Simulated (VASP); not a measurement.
Crystal: GaCuSe2.

```
CELL_PARAMETERS angstrom
-2.80955 2.80955 5.51300
2.80955 -2.80955 5.51300
2.80955 2.80955 -5.51300
ATOMIC_POSITIONS crystal
Ga 0.50000 0.50000 0.00000
Ga 0.25000 0.75000 0.50000
Cu 0.00000 0.00000 0.00000
Cu 0.75000 0.25000 0.50000
Se 0.37500 0.37562 0.50062
Se 0.62438 0.12500 0.99938
Se 0.87500 0.87438 0.49938
Se 0.12562 0.62500 0.00062
```

- Program: VASP 6.6.1
- Task: relaxation of cell and atoms
- Functional: PBEsol
- Potentials or basis: VASP PAW PBE potentials, release 64 (Ga_d, Cu, Se)
- Cutoff: 600 eV
- k mesh: 10 × 10 × 10
- Occupations: methfessel-paxton, width 0.1 eV
- Spin: no spin polarisation

At the start: pressure -0.5 GPa; volume 21.76 Å³/atom.

Where does the relaxation end?

Over 12 steps the energy falls by 5.4 meV/atom and the volume is 21.54 Å³/atom (-1.0 %); space group I-42d (No. 122, to 0.05 Å).

The path:
```
step  energy change (eV)  largest force (eV/Å)  pressure (GPa)  volume (Å³)
   1              0.0000                0.4123           -0.49       174.07
   2             -0.0288                0.2432            0.05       172.40
   3             -0.0378                0.0799            0.61       170.89
   4             -0.0417                0.0240           -0.27       172.82
   5             -0.0420                0.0006           -0.04       172.36
   6             -0.0420                0.0009           -0.06       172.39
   7             -0.0425                0.0059           -0.04       172.33
   8             -0.0428                0.0122            0.04       172.25
   9             -0.0428                0.0140            0.01       172.21
  10             -0.0428                0.0150            0.04       172.20
  11             -0.0428                0.0144            0.02       172.20
  12             -0.0428                0.0041            0.01       172.29
```

Final structure:
```
CELL_PARAMETERS angstrom
-2.78830 2.78830 5.54007
2.78830 -2.78830 5.54007
2.78830 2.78830 -5.54007
ATOMIC_POSITIONS crystal
Ga 0.50000 0.50000 0.00000
Ga 0.25000 0.75000 0.50000
Cu 0.00000 0.00000 0.00000
Cu 0.75000 0.25000 0.50000
Se 0.37500 0.36721 0.49221
Se 0.63279 0.12500 0.00779
Se 0.87500 0.88279 0.50779
Se 0.11721 0.62500 0.99221
```

Caveat: the PAW data sets were made with another functional, which shifts forces and pressure a little.
